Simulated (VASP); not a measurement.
Wanted: the native input for a VASP 6.6.1 run.

- Task: single point
- Functional: PBE
- Potentials or basis: VASP PAW PBE potentials, release 64 (Sn_d, C)
- Cutoff: 520 eV
- k mesh: 7 × 7 × 2
- Occupations: gaussian, width 0.15 eV
- Spin: no spin polarisation
- Further INCAR settings: PREC = Normal; LREAL = Auto; ALGO = Fast; EDIFF = 1e-05

The structure of Sn2C lies in POSCAR:

```
Sn2C
1.0
    3.5059120000      0.0000000000      0.0000000000
   -3.5059120000      6.0724180000      0.0000000000
    0.0000000000      0.0000000000     11.7468600000
Sn C
8 4
Direct
    0.3333330000      0.3333335000      0.1559750000
    0.3333330000      0.8333335000      0.1559750000
    0.6666670000      0.1666665000      0.8440250000
    0.6666670000      0.6666665000      0.8440250000
    0.6666670000      0.1666665000      0.3814030000
    0.6666670000      0.6666665000      0.3814030000
    0.3333330000      0.3333335000      0.6185970000
    0.3333330000      0.8333335000      0.6185970000
    0.0000000000      0.0000000000      0.0589650000
    0.0000000000      0.5000000000      0.0589650000
    0.0000000000      0.0000000000      0.9410350000
    0.0000000000      0.5000000000      0.9410350000
```

The cell was built by a generator and needn't be a form met in nature.

One way to write it, as run:

INCAR

```
PREC = Normal
ENCUT = 520
EDIFF = 1E-5
ISMEAR = 0
SIGMA = 0.15
LREAL = Auto
LASPH = True
NELM = 80
ALGO = Fast
ISIF = 2
LWAVE = False
LCHARG = False
GGA = PE
```

KPOINTS

```
Automatic mesh
0
Gamma
  7 7 2
```

Potentials or basis: VASP PAW PBE potentials, release 64 (Sn_d, C).

Launch:

```sh
$ cat potpaw_PBE.64/Sn_d/POTCAR potpaw_PBE.64/C/POTCAR > POTCAR
$ mpirun -np 1 vasp_std > vasp.out
```

Results of the run:

```
Pressure               : 0.0 GPa
Largest force          : 0.121 eV/Å
Band gap on the k mesh : none (metal or under the smearing width)
```

It took 3.1 min on 1 thread of Intel(R) Xeon(R) 6975P-C (Granite Rapids) (shared host), peak memory 0.47 GiB.
